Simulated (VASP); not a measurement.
Consider the following.

```
AlRh
1.0
    0.00000     2.84040     2.84040
    2.84040     0.00000     2.84040
    2.84040     2.84040     0.00000
Rh Al
1 1
Cartesian
  0.00000   0.00000   0.00000
  2.84040   2.84040   2.84040
```

All values below come from PBE GGA, VASP's PBE PAW potentials (set 64) (plane waves; VASP). Settings: 400 eV cut-off, 10×10×10 Γ-centred mesh, first-order Methfessel-Paxton smearing of 0.10 eV, potentials Rh_pv Al.

Energy and stress use the plane-wave basis of the starting cell.

**Question.** The ions, cell shape and volume are relaxed. Give the cell that the relaxation ends in.

**Answer.** 
```
AlRh
1.0
    0.00000     2.50043     2.50043
    2.50043     0.00000     2.50043
    2.50043     2.50043     0.00000
Rh Al
1 1
Direct
  0.00000   0.00000   0.00000
  0.50000   0.50000   0.50000
```
Space group Fm-3m (225), at a tolerance of 0.03 Å.

**Question.** How do energy and volume change from the first to the last step?

**Answer.** The energy (σ→0) changes by -720.9 meV/atom and the volume by -31.8 %, in 6 ionic steps.

The structure was generated: RhAl was put into the rock salt type (Fm-3m), which need not be its known phase. This run relaxes it. Symmetry was kept, so distortions that lower it aren't found.
